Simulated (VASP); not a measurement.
Consider the following.

```
CELL_PARAMETERS angstrom
      0.00000     2.10298     2.10298
      2.10298     0.00000     2.10298
      2.10298     2.10298     0.00000
ATOMIC_POSITIONS crystal
  Mn 0.00000 0.00000 0.00000
  N  0.25000 0.25000 0.25000
```

The numbers are results of PBEsol GGA, VASP's PBE PAW potentials (set 64) (plane waves; VASP 6.6.1), not measurements. Numerical set-up: 520 eV cut-off, 17×17×17 Γ-centred mesh, tetrahedra with Blöchl corrections, potentials Mn_pv N.

Problem. What does the run give for the energy per atom (σ→0)?

Solution. 
| Item | Value |
|---|---|
| energy per atom (σ→0) | -9.590 eV/atom |

The structure was generated: MnN was put into the zinc blende type (F-43m), which need not be its known phase. It was relaxed first, which changed the volume by -35 %. The run is not spin-polarised, so no magnetic state was tried.
